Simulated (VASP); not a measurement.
Crystal: GaN.

```
CELL_PARAMETERS angstrom
3.21773 0.00000 0.00000
-1.60886 2.78663 0.00000
0.00000 0.00000 5.24405
ATOMIC_POSITIONS crystal
Ga 0.33333 0.66667 0.99919
Ga 0.66667 0.33333 0.49919
N 0.33333 0.66667 0.37581
N 0.66667 0.33333 0.87581
```

Base run:

```yaml
Program: VASP 6.6.1
Functional: TB-mBJ
Potentials_or_basis: VASP PAW PBE potentials, release 64 (Ga_d, N)
Cutoff: 520 eV
k_mesh: 12 × 12 × 5
Occupations: gaussian, width 0.03 eV
Spin: no spin polarisation
```

Its results: band gap on the k mesh 2.91 eV, direct.

Task: The run is repeated on the same cell with these changes: functional from TB-mBJ to PBE; further incar settings from ALGO = Normal; EDIFF = 1e-06; NBANDS = 26 to ALGO = Fast; EDIFF = 1e-06; NBANDS = 26. What comes out?

Result: Band gap on the k mesh 1.72 eV, direct.
